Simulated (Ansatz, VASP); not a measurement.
**Tl2Se in two plane-wave programs**

Aim: how closely do two programs agree when they are given the same cell, functional and k mesh? The cell is generated by rule, not measured, and may not be a known phase. The two relaxations start from unlike cells of this crystal (the structure described is Ansatz's start), so only their ends are compared.

Program: Ansatz 0.2.0. Level of theory: plane waves, with VASP 6.6.1 beside it; relaxation of cell and atoms at PBE. Results are calculated unless marked as measured.

The structure was built from a prototype and need not be the compound's stable phase.

### Step 1. The starting structure

Symmetry: Pmmn, No. 59, orthorhombic system. The conventional cell has a = 5.356 Å, b = 7.574 Å, c = 5.356 Å, α = 90.00°, β = 90.00°, γ = 90.00°. Nearest to Se lie 8 Tl at 3.08 to 3.49 Å. Tl has 4 Se at 3.08 to 3.49 Å nearest. Farther neighbours and most contacts between anions are not listed.

As a file:

```
Se Tl
1.0
     0.00000   -3.78709   -3.78709
     0.00000    3.78709   -3.78709
     7.57418    0.00000    0.00000
Se Tl
2 4
Direct
  0.44025 0.50000 0.50000
  0.05975 0.00000 0.00000
  0.98699 0.50000 0.75000
  0.51301 0.00000 0.25000
  0.98699 0.50000 0.25000
  0.51301 0.00000 0.75000
```

### Step 2. VASP: relaxation of cell and atoms, PBE

The relaxed volume is the usual yardstick between codes: in a stiff, nearly cubic crystal its relative difference is about their pressure difference at one cell divided by the bulk modulus.

Lines of VASP's logs that name or quote its potential files are left out, and so is its time.

File INCAR:

```
SYSTEM = Tl2Se
PREC = Accurate
ENCUT = 500
EDIFF = 1E-07
NELM = 120
ISMEAR = 0
SIGMA = 0.02
LREAL = .FALSE.
ALGO = Normal
GGA = PE
NBANDS = 39
LORBIT = 11
LWAVE = .FALSE.
LCHARG = .FALSE.
ISIF = 3
IBRION = 2
NSW = 80
EDIFFG = -0.005
LASPH = .TRUE.
GGA_COMPAT = .FALSE.
NELMIN = 4
EFERMI = MIDGAP
KPAR = 2
```

File POSCAR:

```
Tl2Se
1.0
    0.0000000000     -4.7546965343     -4.7546965343
    0.0000000000      3.0617222746     -3.0617222746
    7.5730597167      0.0000000000      0.0000000000
Se Tl
2 4
Direct
    0.3539323500      0.5000000000      0.5000000000
    0.1460676500      0.0000000000      0.0000000000
    0.9866688834      0.5000000000      0.7467585115
    0.5133311166      0.0000000000      0.2467585115
    0.9866688834      0.5000000000      0.2532414885
    0.5133311166      0.0000000000      0.7532414885
```

File KPOINTS:

```
Automatic mesh
0
Gamma
6 6 4
0 0 0
```

The projector-augmented-wave data sets are Se and Tl_d (PBE family, release 64).

Command:

```console
$ mpirun -np 2 vasp_std
```

Numbers of over 12 decimals in the logs are rounded to 6 here.

The log of the run:

```text
[banner, memory and clock lines left out]
running    2 mpi-ranks, on    1 nodes
 distrk:  each k-point on    1 cores,    2 groups
 distr:  one band on    1 cores,    1 groups

 POSCAR found type information on POSCAR SeTl
 POSCAR found :  2 types and       6 ions
 LDA part: xc-table for (Slater+PW92), standard interpolation
 POSCAR, INCAR and KPOINTS ok, starting setup
 FFT: planning ... GRIDC
 FFT: planning ... GRID_SOFT
 FFT: planning ... GRID
 WAVECAR not read
 entering main loop
       N       E                     dE             d eps       ncg     rms          rms(c)
DAV:   1     0.347396749032E+03    0.34740E+03   -0.30602E+04  3752   0.140E+03
DAV:   2    -0.712802170910E+00   -0.34811E+03   -0.33517E+03  4172   0.299E+02
DAV:   3    -0.187989340048E+02   -0.18086E+02   -0.17681E+02  4439   0.516E+01
DAV:   4    -0.191323969097E+02   -0.33346E+00   -0.33324E+00  4038   0.660E+00
DAV:   5    -0.191385855398E+02   -0.61886E-02   -0.61871E-02  4687   0.924E-01    0.557E+00
DAV:   6    -0.180075725068E+02    0.11310E+01   -0.22593E+00  4743   0.552E+00    0.356E+00
DAV:   7    -0.180138093637E+02   -0.62369E-02   -0.73209E-01  4108   0.255E+00    0.205E+00
DAV:   8    -0.180219186395E+02   -0.81093E-02   -0.91068E-02  4218   0.151E+00    0.321E-01
DAV:   9    -0.180169203860E+02    0.49983E-02   -0.24203E-02  4453   0.717E-01    0.173E-01
DAV:  10    -0.180180706177E+02   -0.11502E-02   -0.30789E-03  4073   0.197E-01    0.101E-01
DAV:  11    -0.180188942483E+02   -0.82363E-03   -0.11344E-03  3933   0.129E-01    0.376E-02
DAV:  12    -0.180189152040E+02   -0.20956E-04   -0.43732E-05  4346   0.250E-02    0.927E-03
DAV:  13    -0.180189350612E+02   -0.19857E-04   -0.27993E-05  3905   0.170E-02    0.630E-03
DAV:  14    -0.180189376891E+02   -0.26279E-05   -0.36680E-06  4199   0.730E-03    0.195E-03
DAV:  15    -0.180189379524E+02   -0.26331E-06   -0.35572E-07  3332   0.247E-03    0.121E-03
DAV:  16    -0.180189379478E+02    0.45247E-08   -0.18047E-07  3054   0.200E-03
   1 F= -.18018938E+02 E0= -.18018938E+02  d E =-.180189E+02
[... from here on, the cycles between the ionic steps are left out ...]
   2 F= -.18019329E+02 E0= -.18019329E+02  d E =-.390960E-03
   3 F= -.18019605E+02 E0= -.18019605E+02  d E =-.667140E-03
   8 F= -.18020383E+02 E0= -.18020383E+02  d E =-.755448E-03
   9 F= -.18020625E+02 E0= -.18020625E+02  d E =-.242383E-03
  10 F= -.18021117E+02 E0= -.18021117E+02  d E =-.733774E-03
  11 F= -.18021078E+02 E0= -.18021078E+02  d E =-.695152E-03
  12 F= -.18021265E+02 E0= -.18021265E+02  d E =-.882497E-03
  13 F= -.18021333E+02 E0= -.18021333E+02  d E =-.673761E-04
  14 F= -.18021343E+02 E0= -.18021343E+02  d E =-.774944E-04
  15 F= -.18021418E+02 E0= -.18021418E+02  d E =-.751381E-04
  16 F= -.18021434E+02 E0= -.18021434E+02  d E =-.911212E-04
 curvature:  -4.68 expect dE=-0.728E-04 dE for cont linesearch -0.105E-06
 trial: gam= 0.31339 g(F)=  0.105E-04 g(S)=  0.502E-05 ort =-0.135E-05 (trialstep = 0.332E+01)
 search vector abs. value=  0.227E-04
 bond charge predicted
       N       E                     dE             d eps       ncg     rms          rms(c)
DAV:   1    -0.180217702289E+02   -0.33612E-03   -0.84570E-02  3793   0.125E+00    0.120E-01
DAV:   2    -0.180215304760E+02    0.23975E-03   -0.15799E-03  4052   0.244E-01    0.380E-02
DAV:   3    -0.180214824645E+02    0.48011E-04   -0.10482E-04  4280   0.577E-02    0.253E-02
DAV:   4    -0.180214716137E+02    0.10851E-04   -0.15326E-05  4450   0.265E-02    0.805E-03
DAV:   5    -0.180214708931E+02    0.72051E-06   -0.16061E-06  4123   0.650E-03    0.204E-03
DAV:   6    -0.180214708159E+02    0.77277E-07   -0.23146E-07  2923   0.198E-03
  17 F= -.18021471E+02 E0= -.18021471E+02  d E =-.367195E-04
 trial-energy change:   -0.000037  1 .order   -0.000036   -0.000050   -0.000023
 step:   6.0299(harm=  6.0299)  dis= 0.00274  next Energy=   -18.021480 (dE=-0.456E-04)
 reached required accuracy - stopping structural energy minimisation
```

From OUTCAR (step 2):

```text
ion  position               nearest neighbor table
   1  0.354  0.500  0.500-   4 3.08   6 3.08   4 3.08   6 3.08   5 3.10   3 3.10
   2  0.146  0.000  0.000-   3 3.08   5 3.08   3 3.08   5 3.08   4 3.10   6 3.10
   3  0.987  0.500  0.747-   2 3.08   2 3.08   1 3.10   5 3.74   5 3.84   6 3.85   6 3.85
   4  0.513  0.000  0.247-   1 3.08   1 3.08   2 3.10   6 3.74   6 3.84   5 3.85   5 3.85
   5  0.987  0.500  0.253-   2 3.08   2 3.08   1 3.10   3 3.74   3 3.84   4 3.85   4 3.85
   6  0.513  0.000  0.753-   1 3.08   1 3.08   2 3.10   4 3.74   4 3.84   3 3.85   3 3.85

  LATTYP: Found a simple orthorhombic cell.
 ALAT       =     4.3299291650
 B/A-ratio  =     1.5529483434
 C/A-ratio  =     1.7490031426

 Subroutine GETGRP returns: Found  8 space group operations
 (whereof  4 operations were pure point group operations)

The static configuration has the point symmetry C_2v.
 The point group associated with its full space group is D_2h.

 Found     48 irreducible k-points:

   k-points           NKPTS =     48   k-points in BZ     NKDIM =     48   number of bands    NBANDS=     39

   dimension x,y,z NGX =    50 NGY =   32 NGZ =   56
   dimension x,y,z NGXF=   100 NGYF=   64 NGZF=  112

   ENCUT  =  500.0 eV  36.75 Ry    6.06 a.u.  12.26  7.89 13.81*2*pi/ulx,y,z

   NELECT =      64.0000    total number of electrons

 k-points in reciprocal lattice and weights: Automatic mesh
   0.00000000  0.00000000  0.00000000       0.007
   0.16666667  0.00000000  0.00000000       0.014
   0.33333333  0.00000000  0.00000000       0.014
   0.50000000  0.00000000  0.00000000       0.007
   0.00000000  0.16666667  0.00000000       0.014
   0.16666667  0.16666667  0.00000000       0.028
   0.33333333  0.16666667  0.00000000       0.028
   0.50000000  0.16666667  0.00000000       0.014
   0.00000000  0.33333333  0.00000000       0.014
[...]
0.33333333  0.50000000  0.50000000       0.014
   0.50000000  0.50000000  0.50000000       0.007

 average (electrostatic) potential at core
       1 -54.6933       2 -54.6933       3 -86.3228       4 -86.3228       5 -86.3228
       6 -86.3228

 E-fermi :   3.1354

 k-point     1 :       0.0000    0.0000    0.0000
  band No.  band energies     occupation
    ...
     28       1.2890      2.00000
     29       1.4606      2.00000
     30       1.9221      2.00000
     31       1.9317      2.00000
     32       2.5398      2.00000
     33       3.3301      0.00000
     34       3.8305      0.00000
     35       6.4481      0.00000
     36       6.4882      0.00000
     37       6.5156      0.00000
    ...

 k-point     2 :       0.1667    0.0000    0.0000
  band No.  band energies     occupation
    ...
     28       1.3084      2.00000
     29       1.7206      2.00000
     30       1.9219      2.00000
     31       2.0182      2.00000
     32       2.5968      2.00000
     33       3.2608      0.00000
     34       4.0314      0.00000
     35       6.2340      0.00000
     36       6.3378      0.00000
     37       6.6162      0.00000
    ...

 k-point     3 :       0.3333    0.0000    0.0000
  band No.  band energies     occupation
    ...
     28       1.3497      2.00000
     29       1.8587      2.00000
     30       1.8999      2.00000
     31       2.4090      2.00000
     32       2.6089      2.00000
     33       3.6804      0.00000
     34       4.3056      0.00000
     35       5.5228      0.00000
     36       6.0507      0.00000
     37       6.7673      0.00000
    ...

  Total       -0.0118366      0.0033344      0.0033344      0.0000000      0.0002645      0.0000000
  in kB       -0.0849912      0.0239425      0.0239425      0.0000000      0.0018994      0.0000000
  external PRESSURE =      -0.0123687 kB  Pullay stress =       0.0000000 kB

  energy-cutoff  :      500.00
  volume of cell :      223.13
      direct lattice vectors                 reciprocal lattice vectors
     0.000000000 -4.856817084 -4.856817084     0.000000000 -0.102948081 -0.102948081
     0.000000000  3.039752782 -3.039752782     0.000000000  0.164487061 -0.164487061
     7.556918206  0.000000000  0.000000000     0.132329076  0.000000000  0.000000000

 POSITION                                       TOTAL-FORCE (eV/Angst)
 -----------------------------------------------------------------------------------
      3.77846     -0.18552     -3.22527         0.000000      0.001192      0.001192
      0.00000     -0.72301     -0.72301         0.000000     -0.001192     -0.001192
      5.64034     -3.28817     -6.32792         0.003459      0.000653      0.000653
      1.86188     -2.47718     -2.47718         0.003459     -0.000653     -0.000653
      1.91658     -3.28817     -6.32792        -0.003459      0.000653      0.000653
      5.69504     -2.47718     -2.47718        -0.003459     -0.000653     -0.000653
 -----------------------------------------------------------------------------------
    total drift:                               -0.000000     -0.000000     -0.000000

  FREE ENERGIE OF THE ION-ELECTRON SYSTEM (eV)
  ---------------------------------------------------
  free  energy   TOTEN  =       -18.0214708159 eV

  energy  without entropy=      -18.0214708159  energy(sigma->0) =      -18.02147082

 reached required accuracy - stopping structural energy minimisation

 total charge
# of ion       s       p       d       tot
------------------------------------------
    1        1.466   2.311   0.012   3.789
    2        1.466   2.311   0.012   3.789
    3        1.247   0.247   9.656  11.150
    4        1.247   0.247   9.656  11.150
    5        1.247   0.247   9.656  11.150
    6        1.247   0.247   9.656  11.150
--------------------------------------------------
tot          7.920   5.609  38.649  52.178

[... 3 further parts left out ...]
```

The run keeps the 8 symmetry operations of its start, so it cannot find a distortion of lower symmetry.

(Part 1 of 2 ends here.)

[Lines on the potential files, build, host, timing and source positions are cut from VASP's logs without a mark.]

[Logs are printed without paths, hosts, clocks, repeated set-up lines and the standing remarks that a program may print on its own settings, such as how far it seeks lower states.]

[Hosts, paths, dates, database ids (printed as entryN), source tags and the programs' standing remarks are cut or masked in the printed files.]
